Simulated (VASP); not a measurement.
## Sn: stress against strain

Sn (diamond, Fd-3m, 35.363 Å³/atom and stress up to 0.03 GPa in the relaxed cell, cube axes along x, y and z) under an equal strain ε along x and y, with z held. r2SCAN in VASP (plane waves, PAW), 480 eV, 8×8×8 Γ-centred mesh, Methfessel-Paxton smearing 0.10 eV; ions are relaxed, or left where forces stay under 0.02 eV/Å, within the symmetry of each cell. Stress is positive for a compressed cell.

Here s stands for strain and y for stress xx.

| strain (%) | stress xx (GPa) |
|---|---|
| -1.50 | 1.62 |
| -1.00 | 1.06 |
| -0.50 | 0.53 |
| 0.00 | 0.03 |
| 0.50 | -0.46 |
| 1.00 | -0.91 |
| 1.50 | -1.35 |
| 3.00 | ? |

Taking a straight line for y over the 7 complete rows: Means: s 0, y 0.074. About the means, the sum of products is -6.9200 and the sum of squares of s is 7.0000; the slope is their ratio. Least squares gives y = 0.074 - 0.9886·s. Residuals (row less fit): 0.063, -0.003, -0.038, -0.044, -0.040, 0.005, 0.059; standard error 0.050 (degrees of freedom: 5). The slope gives the elastic constants C11 + C12 = 99 ± 2 GPa (± standard error of the fit, which holds the terms cut off).

What does the fit predict for y at s = 3.00, and how far is the calculated value from it?

y = 0.074 - 0.9886 × 3.0 = -2.892 GPa. The calculation gives -2.54 GPa, 0.352 GPa above the prediction (8.5 % of the range of y in the table). The row lies outside the fitted rows, so this is an extrapolation. From the scatter of the fitted rows alone, a prediction at this place has a standard error of 0.078 GPa, so the miss is 4.5 times that.

A polynomial of degree 2 through the 12 other runs of the series gives -2.51 there, so most of the miss is curvature that the fit leaves out. This level leaves no gap over 0.05 eV at strain -1.50, -1.00, -0.50, 0.00, 0.50, 1.00, 1.50, 3.00 %. Sn is here grey tin, stable below 13 °C. Rows are the converged runs of the series near zero and its far end; series whose fitted rows scatter by over a few per cent of the range, as at a crossing or softening among them, aren't shown in this form, nor equations of state whose B0' disagrees with the runs' pressures. Most that stay on the fit to the last digits aren't either.
